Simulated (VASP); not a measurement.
# WF (R3m) in VASP: reference runs

Reference runs on WF: the cell as given.

Program: VASP 6.6.1. These are calculated values, not measurements. Logs are shortened: lines on timing, memory, paths and dates and some standing lists are left out, and cuts for length are marked.

### 1 Starting point

The structure is trigonal, space group R3m (No. 160). The conventional cell has a = 2.732 Å, b = 2.732 Å, c = 15.209 Å, α = 90.00°, β = 90.00°, γ = 120.00°. Around W (site symmetry 3m) lie 1 F at 1.87 Å. F (site symmetry 3m) is surrounded by 1 W at 1.87 Å.

The cell was built by a generator and needn't be a form met in nature.

### 2 Single point, PBE

File INCAR:

```
SYSTEM = WF
ALGO     = Normal         ! electronic algorithm
EDIFF    = 1E-7           ! SCF threshold, eV
ENCUT    = 520            ! plane-wave cutoff, eV
GGA      = PE             ! functional
ISIF     = 2              ! what is computed and relaxed
ISMEAR   = -1             ! smearing method
LASPH    = .True.         ! aspherical terms in the spheres
LCHARG   = .False.        ! write CHGCAR
LREAL    = .False.        ! projectors in reciprocal space
LWAVE    = .False.        ! write WAVECAR
NBANDS   = 18             ! bands
NELM     = 100            ! most SCF steps
PREC     = Accurate       ! precision mode
SIGMA    = 0.05           ! smearing width, eV
```

File KPOINTS:

```
k-points
0
Gamma
  11 11 11
  0 0 0
```

File POSCAR:

```
WF
1.0
    1.3658900000      0.7886000000      5.0696000000
   -1.3658900000      0.7886000000      5.0696000000
    0.0000000000     -1.5771900000      5.0696000000
W F
1 1
Direct
    0.8141200000      0.8141200000      0.8141200000
    0.9371200000      0.9371200000      0.9371200000
```

Potentials or basis: VASP PAW PBE potentials, release 64 (W_sv, F).

On the command line:

```console
$ cat potpaw_PBE.64/W_sv/POTCAR potpaw_PBE.64/F/POTCAR > POTCAR
$ mpirun -np 1 vasp_std > vasp.out
```

OUTCAR:

```text
SYSTEM = WF
   EDIFF = 1E-7
   ENCUT = 520
   GGA = PE
   ISIF = 2
   ISMEAR = -1
   LASPH = .True.
   LREAL = .False.
   NELM = 100
   PREC = Accurate

 ion  position               nearest neighbor table
   1  0.814  0.814  0.814-   2 1.87
   2  0.937  0.937  0.937-   1 1.87

  LATTYP: Found a trigonal (rhomboedric) cell.
 ALAT       =     5.3092739251
 COS(alpha) =     0.8676295086

  Lattice vectors:

 A1 = (   1.3658900000,   0.7886000000,   5.0696000000)
 A2 = (  -1.3658900000,   0.7886000000,   5.0696000000)
 A3 = (   0.0000000000,  -1.5771900000,   5.0696000000)

Analysis of symmetry for initial positions (statically):
=====================================================================
 Subroutine PRICEL returns:
 Original cell was already a primitive cell.

 Routine SETGRP: Setting up the symmetry group for a
 trigonal (rhombohedral) supercell.

 Subroutine GETGRP returns: Found  6 space group operations
 (whereof  6 operations were pure point group operations)
 out of a pool of 12 trial point group operations.

The static configuration has the point symmetry C_3v.

Analysis of symmetry for dynamics (positions and initial velocities):
=====================================================================
 Subroutine PRICEL returns:
 Original cell was already a primitive cell.

 Routine SETGRP: Setting up the symmetry group for a
 trigonal (rhombohedral) supercell.

 Subroutine GETGRP returns: Found  6 space group operations
 (whereof  6 operations were pure point group operations)
 out of a pool of 12 trial point group operations.

The dynamic configuration has the point symmetry C_3v.

 Subroutine INISYM returns: Found  6 space group operations
 (whereof  6 operations are pure point group operations),
 and found     1 'primitive' translations

----------------------------------------------------------------------------------------

                                     Primitive cell

  volume of cell :      32.7639

  direct lattice vectors                    reciprocal lattice vectors
     1.365890000  0.788600000  5.069600000     0.366061689  0.211345893  0.065751268
    -1.365890000  0.788600000  5.069600000    -0.366061689  0.211345893  0.065751268
     0.000000000 -1.577190000  5.069600000     0.000000000 -0.422691786  0.065751685

  length of vectors
     5.309273925  5.309273925  5.309272309     0.427775029  0.427775029  0.427775210
[... 78 lines left out ...]
   LASPH  =      T    aspherical Exc in radial PAW
   ENCUT  =  520.0 eV  38.22 Ry    6.18 a.u.   9.87  9.87  9.87*2*pi/ulx,y,z
   NELM   =    100;   NELMIN=  2; NELMDL= -5     # of ELM steps
   EDIFF  = 0.1E-06   stopping-criterion for ELM
   LREAL  =      F    real-space projection
   EDIFFG = 0.1E-05   stopping-criterion for IOM
   NSW    =      0    number of steps for IOM
   IBRION =     -1    ionic relax: 0-MD 1-quasi-New 2-CG
   NFREE  =      0    steps in history (QN), initial steepest desc. (CG)
   ISIF   =      2    stress and relaxation
   ISYM   =      2    0-nonsym 1-usesym 2-fastsym
   POTIM  = 0.5000    time-step for ionic-motion
   TEBEG  =    0.0;   TEEND  =   0.0 temperature during run
   PSTRESS=    0.0 pullay stress
   NELECT =      21.0000    total number of electrons
   NUPDOWN=      -1.0000    fix difference up-down
   EMIN   =  10.00;   EMAX   =-10.00  energy-range for DOS
   EFERMI =   0.00;   METHOD = LEGACY
   ISMEAR =    -1;   SIGMA  =   0.05  broadening in eV -4-tet -1-fermi 0-gaus
   EFERMI_NEDOS =   21; number of points for ismear=-14 and -15
   IALGO  =     38    algorithm
   IMIX   =      4    mixing-type and parameters
     AMIX     =   0.40;   BMIX     =  1.00
     AMIX_MAG =   1.60;   BMIX_MAG =  1.00
  volume/ion in A,a.u.               =      16.38       110.55
  Fermi-wavevector in a.u.,A,eV,Ry     =   1.411506  2.667360 27.107556  1.992349
  Thomas-Fermi vector in A             =   2.533350
   LORBIT       =      0    0 simple, 1 ext, 2 COOP (PROOUT), +10 PAW based schemes
   GGA     = PE    functional components
   LHFCALC =     F    Hartree Fock is set to
   AEXX    =    0.0000 exact exchange contribution
   IVDW    =     0    specifies the selected vdW correction
   LEPSILON=     F    determine dielectric tensor
   LRPA    =     F    only Hartree local field effects (RPA)
 non-spin polarized calculation
  energy-cutoff  :      520.00
  volume of cell :       32.76
 maximum number of plane-waves:       893
   NGX = 19   NGY = 19   NGZ = 19

 number of electron      21.0000005 magnetization

 Free energy of the ion-electron system (eV)
  ---------------------------------------------------
  ext. energy  EPLUGINS =         0.00000000
  ---------------------------------------------------
  free energy    TOTEN  =       -15.83998692 eV

  energy without entropy =      -15.82986364  energy(sigma->0) =      -15.83492528

 E-fermi :   4.6006     XC(G=0): -10.6668

 val. band max:        4.5822782238   @ k =   0.2727   0.2727   0.0909
 cond. band min:       4.6102254427   @ k =  -0.4545   0.4545   0.2727
 fundamental gap:      0.0279472189
 Fermi energy:         4.6006097128

 k-point     1 :       0.0000    0.0000    0.0000
  band No.  band energies     occupation
      1     -69.5365      2.00000
      2     -34.2374      2.00000
      3     -32.9221      2.00000
      4     -32.9221      2.00000
      5     -19.5609      2.00000
      6      -2.0653      2.00000
[... 481 lines left out ...]
      5     -19.2274      2.00000
      6      -1.6793      2.00000
[... 10 lines left out ...]
     17      19.6238      0.00000
     18      20.4447      0.00000

 [... further k-points ...]

------------------------ aborting loop because EDIFF is reached ----------------------------------------

  FORCE on cell =-STRESS in cart. coord.  units (eV):
  Direction    XX          YY          ZZ          XY          YZ          ZX
  --------------------------------------------------------------------------------------
  -------------------------------------------------------------------------------------
  Total        0.2139581      0.2139579      0.6170334      0.0000000      0.0000004      0.0000000
  in kB       10.4626969     10.4626891     30.1733558      0.0000000      0.0000198      0.0000000
  external PRESSURE =      17.0329139 kB  Pullay stress =       0.0000000 kB

 VOLUME and BASIS-vectors are now :
 -----------------------------------------------------------------------------
  energy-cutoff  :      520.00
  volume of cell :       32.76
      direct lattice vectors                 reciprocal lattice vectors
     1.365890000  0.788600000  5.069600000     0.366061689  0.211345893  0.065751268
    -1.365890000  0.788600000  5.069600000    -0.366061689  0.211345893  0.065751268
     0.000000000 -1.577190000  5.069600000     0.000000000 -0.422691786  0.065751685

 POSITION                                       TOTAL-FORCE (eV/Angst)
 -----------------------------------------------------------------------------------
      0.00000      0.00001     12.38179         0.000000     -0.000000     -0.401236
      0.00000      0.00001     14.25247         0.000000      0.000000      0.401236
 -----------------------------------------------------------------------------------
    total drift:                               -0.000000      0.000016      0.000398

  FREE ENERGIE OF THE ION-ELECTRON SYSTEM (eV)
  ---------------------------------------------------
  free  energy   TOTEN  =       -15.8399869229 eV

  energy  without entropy=      -15.8298636386  energy(sigma->0) =      -15.83492528
```

Wall time 2.2 min (1 thread of Intel Xeon Platinum 8559C (Emerald Rapids), shared host); peak memory 0.28 GiB.

Results:

- Free energy: -15.8400 eV
- Pressure: 1.7 GPa
- Largest force: 0.401 eV/Å
- Band gap on the k mesh: none (metal or under the smearing width)

Forces in eV/Å, atoms in the order of the input:
```
W    0.000  0.000 -0.401
F    0.000  0.000  0.401
```

Levels at points of the mesh, in eV from the Fermi level:
```csv
k point,band 6,band 7,band 8,band 9,band 10,band 11,band 12,band 13,band 14,band 15
"(0.00, 0.00, 0.00)",-6.67,-6.54,-4.02,-4.02,-0.29,-0.17,-0.17,3.67,3.67,6.02
```

Caveat: an odd number of electrons without spin polarisation forces a metal; a magnetic or distorted state may lie lower.
